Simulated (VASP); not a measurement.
Set up this calculation in VASP 6.6.1, as the native input.

| Property | Result |
| --- | --- |
| Task | density of states |
| Functional | PBE |
| Potentials or basis | VASP PAW PBE potentials, release 64 (Si, B, Sc_sv) |
| Cutoff | 520 eV |
| k mesh | 7 × 7 × 4 |
| Occupations | fermi-dirac, width 0.1 eV |
| Spin | no spin polarisation |
| Dipole correction | no |
| k mesh for the DOS | 11 × 11 × 6 |
| Occupations for the DOS | tetrahedron |
| Further INCAR settings | ALGO = Fast; EDIFF = 1e-06; NBANDS = 43 |

Sc2SiB2:

```xyz
10
Lattice="4.8444 0.0000 0.0000 0.0000 4.8444 0.0000 0.0000 0.0000 8.3167" Properties=species:S:1:pos:R:3 pbc="T T T"
Si    0.0000    2.4222    1.8164
Si    2.4222    0.0000    6.5004
B     1.1743    2.4222    0.4167
B     2.4222    3.6701    7.9001
B     3.6701    2.4222    0.4167
B     2.4222    1.1743    7.9001
Sc    0.0000    0.0000    4.1584
Sc    2.4222    2.4222    4.1584
Sc    2.4222    0.0000    1.7573
Sc    0.0000    2.4222    6.5594
```

The cell was built by a generator and needn't be a form met in nature.

The input as run:

POSCAR

```
Sc2SiB2
1.0
    4.8444380000      0.0000000000      0.0000000000
    0.0000000000      4.8444380000      0.0000000000
    0.0000000000      0.0000000000      8.3167390000
Si B Sc
2 4 4
Direct
    0.0000000000      0.5000000000      0.2184000000
    0.5000000000      0.0000000000      0.7816000000
    0.2424000000      0.5000000000      0.0501000000
    0.5000000000      0.7576000000      0.9499000000
    0.7576000000      0.5000000000      0.0501000000
    0.5000000000      0.2424000000      0.9499000000
    0.0000000000      0.0000000000      0.5000000000
    0.5000000000      0.5000000000      0.5000000000
    0.5000000000      0.0000000000      0.2113000000
    0.0000000000      0.5000000000      0.7887000000
```

INCAR.step1

```
ALGO     = Fast           # electronic algorithm
EDIFF    = 1E-6           # SCF threshold, eV
ENCUT    = 520            # plane-wave cutoff, eV
GGA      = PE             # functional
ISIF     = 2              # what is computed and relaxed
ISMEAR   = -1             # smearing method
LASPH    = T              # aspherical terms in the spheres
LCHARG   = T              # write CHGCAR
LMAXMIX  = 4              # l up to which the mixer works
LREAL    = F              # projectors in reciprocal space
LWAVE    = F              # write WAVECAR
NBANDS   = 43             # bands
NELM     = 100            # most SCF steps
PREC     = Accurate       # precision mode
SIGMA    = 0.1            # smearing width, eV
```

KPOINTS.step1

```
k-points
0
Gamma
  7 7 4
```

INCAR.step2

```
ALGO     = Fast           # electronic algorithm
EDIFF    = 1E-6           # SCF threshold, eV
ENCUT    = 520            # plane-wave cutoff, eV
GGA      = PE             # functional
ICHARG   = 11             # starting density
ISIF     = 2              # what is computed and relaxed
ISMEAR   = -5             # smearing method
LASPH    = T              # aspherical terms in the spheres
LCHARG   = F              # write CHGCAR
LMAXMIX  = 4              # l up to which the mixer works
LORBIT   = 11             # projections on sites
LREAL    = F              # projectors in reciprocal space
LWAVE    = F              # write WAVECAR
NBANDS   = 43             # bands
NEDOS    = 1001           # points of the DOS
NELM     = 100            # most SCF steps
PREC     = Accurate       # precision mode
SIGMA    = 0.1            # smearing width, eV
```

KPOINTS.step2

```
k-points
0
Gamma
  11 11 6
```

Potentials or basis: VASP PAW PBE potentials, release 64 (Si, B, Sc_sv).

Run with:

```console
$ cat potpaw_PBE.64/Si/POTCAR potpaw_PBE.64/B/POTCAR potpaw_PBE.64/Sc_sv/POTCAR > POTCAR
$ cp INCAR.step1 INCAR
$ cp KPOINTS.step1 KPOINTS
$ mpirun -np 1 vasp_std > vasp.out
$ cp INCAR.step2 INCAR
$ cp KPOINTS.step2 KPOINTS
$ mpirun -np 1 vasp_std > vasp.out
```

Results of the run:

- Valence electrons inside the program's atomic spheres: Si 1.73; B 1.78; Sc 9.21, 9.18, 9.25

It took 17 min on 1 thread of Intel(R) Xeon(R) Platinum 8488C (Sapphire Rapids), on a shared host, peak memory 0.65 GiB.
